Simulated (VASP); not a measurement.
Data:

```
CELL_PARAMETERS angstrom
      1.98698    -3.44155     0.00000
      1.98698     3.44155     0.00000
      0.00000     0.00000     6.26642
ATOMIC_POSITIONS crystal
  Sn 0.00000 0.00000 0.00000
  Se 0.33333 0.66667 0.26052
  Se 0.66667 0.33333 0.73948
```

Level of theory: optB88-vdW, VASP's PBE PAW potentials (set 64) (plane waves; VASP). Run with 520 eV cut-off, 7×7×4 Γ-centred mesh, Gaussian smearing of 0.050 eV, potentials Sn_d Se.

Task: The ions and cell shape at fixed volume are relaxed. Predict the relaxed structure.

Result: 
```
CELL_PARAMETERS angstrom
      1.95559    -3.38719     0.00000
      1.95559     3.38719     0.00000
      0.00000     0.00000     6.46919
ATOMIC_POSITIONS crystal
  Sn 0.00000 0.00000 0.00000
  Se 0.33333 0.66667 0.24800
  Se 0.66667 0.33333 0.75200
```
Space group P-3m1 (164), at a tolerance of 0.03 Å.

Task: How much energy does the relaxation gain?

Result: The energy (σ→0) changes by -10.5 meV/atom, in 6 ionic steps.

```tsv
step	E(σ→0) (eV)	max force (eV/Å)	pressure (GPa)	volume (Å³)
1	-5.2455	0.367	-3.14	85.70
2	-5.2564	0.240	-2.74	85.70
3	-5.2647	0.005	-1.97	85.70
4	-5.2724	0.005	-1.66	85.70
5	-5.2771	0.004	-1.07	85.70
6	-5.2772	0.004	-1.12	85.70
```

The compound is SnSe2 in the 1T layered structure. This cell is one point of a volume scan, at 1.06 of the reference volume. Symmetry was kept, so distortions that lower it aren't found.
